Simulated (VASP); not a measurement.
Here is the system:

```xyz
6
Lattice="1.7707 -3.0670 0.0000 1.7707 3.0670 0.0000 0.0000 0.0000 14.0452" Properties=species:S:1:pos:R:3 pbc="T T T"
Te     1.7707     1.0223    12.3457
Te     1.7707    -1.0223     5.3231
Te     1.7707    -1.0223     1.6995
Te     1.7707     1.0223     8.7220
Mo     1.7707     1.0223     3.5113
Mo     1.7707    -1.0223    10.5339
```

The numbers are results of PBE GGA, VASP's PBE PAW potentials (set 64) (plane waves; VASP), not measurements. Run with 180 eV cut-off, 7×7×2 Γ-centred mesh, Fermi-Dirac smearing of 0.050 eV, potentials Te Mo_sv.

At this cut-off the stress carries a Pulay error, which pulls relaxed volumes low. Energy and stress use the plane-wave basis of the starting cell.

Q: The ions, cell shape and volume are relaxed. Predict the relaxed structure.

A: 
```xyz
6
Lattice="1.6689 -2.8907 0.0000 1.6689 2.8907 0.0000 0.0000 0.0000 13.0305" Properties=species:S:1:pos:R:3 pbc="T T T"
Te     1.6689     0.9636    11.6198
Te     1.6689    -0.9636     5.1046
Te     1.6689    -0.9636     1.4107
Te     1.6689     0.9636     7.9259
Mo     1.6689     0.9636     3.2576
Mo     1.6689    -0.9636     9.7729
```
Space group P6_3/mmc (194), at a tolerance of 0.03 Å.

Q: How do energy and volume change from the first to the last step?

A: The energy (σ→0) changes by -512.0 meV/atom and the volume by -17.6 %, in 13 ionic steps.

```json
[
 {"step": "1", "E(σ→0) (eV)": "-34.7407", "max force (eV/Å)": "0.117", "pressure (GPa)": "-35.37", "volume (Å³)": "152.55"},
 {"step": "2", "E(σ→0) (eV)": "50.4797", "max force (eV/Å)": "44.849", "pressure (GPa)": "711.67", "volume (Å³)": "59.16"},
 {"step": "3", "E(σ→0) (eV)": "-36.9985", "max force (eV/Å)": "1.663", "pressure (GPa)": "-7.56", "volume (Å³)": "136.13"},
 {"step": "4", "E(σ→0) (eV)": "-37.0748", "max force (eV/Å)": "1.990", "pressure (GPa)": "-2.99", "volume (Å³)": "133.80"},
 {"step": "5", "E(σ→0) (eV)": "-37.0883", "max force (eV/Å)": "2.202", "pressure (GPa)": "-0.10", "volume (Å³)": "132.38"},
 {"step": "6", "E(σ→0) (eV)": "-37.5915", "max force (eV/Å)": "0.696", "pressure (GPa)": "-1.47", "volume (Å³)": "128.91"},
 {"step": "7", "E(σ→0) (eV)": "-37.6113", "max force (eV/Å)": "0.356", "pressure (GPa)": "-1.64", "volume (Å³)": "128.05"},
 {"step": "8", "E(σ→0) (eV)": "-37.7543", "max force (eV/Å)": "0.296", "pressure (GPa)": "6.20", "volume (Å³)": "122.67"},
 {"step": "9", "E(σ→0) (eV)": "-37.7736", "max force (eV/Å)": "0.335", "pressure (GPa)": "4.27", "volume (Å³)": "124.00"},
 {"step": "10", "E(σ→0) (eV)": "-37.6301", "max force (eV/Å)": "0.767", "pressure (GPa)": "-8.57", "volume (Å³)": "129.24"},
 {"step": "11", "E(σ→0) (eV)": "-37.8124", "max force (eV/Å)": "0.041", "pressure (GPa)": "0.01", "volume (Å³)": "125.68"},
 {"step": "12", "E(σ→0) (eV)": "-37.8125", "max force (eV/Å)": "0.033", "pressure (GPa)": "0.09", "volume (Å³)": "125.64"},
 {"step": "13", "E(σ→0) (eV)": "-37.8128", "max force (eV/Å)": "0.006", "pressure (GPa)": "0.06", "volume (Å³)": "125.73"}
]
```

The structure is a typed MoTe2 crystal. This run relaxes it. Symmetry was kept, so distortions that lower it aren't found. The run is one of a series of settings (EDIFFG = -0.01, ENCUT = 180, IBRION = 2, ISIF = 3, NSW = 50 against the base run), some of them coarse on purpose.
